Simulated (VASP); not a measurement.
```xyz
2
Lattice="0.0000 2.6359 2.6359 2.6359 0.0000 2.6359 2.6359 2.6359 0.0000" Properties=species:S:1:pos:R:3 pbc="T T T"
Zn     0.0000     0.0000     0.0000
S      1.3179     1.3179     1.3179
```

These are PBE GGA with D4 dispersion, VASP's PBE PAW potentials (set 64) (plane waves; VASP) values and carry that method's errors. Numerical set-up: 520 eV cut-off, 9×9×9 Γ-centred mesh, Gaussian smearing of 0.050 eV, potentials Zn S.

Task: What does the run give for the energy per atom (σ→0), pressure, band gap (on the k-mesh) with the smallest direct gap where there is one?

Result: 
```json
{
  "band gap (on the k-mesh)": "2.45 eV",
  "smallest direct gap (on the k-mesh)": "2.45 eV",
  "energy per atom (σ→0)": "-3.711 eV/atom",
  "pressure": "5.44 GPa"
}
```

The absolute energy has meaning only against runs of the same code, potentials and settings.

The compound is ZnS in the zinc blende structure. This cell is one point of a volume scan, at 0.94 of the reference volume.
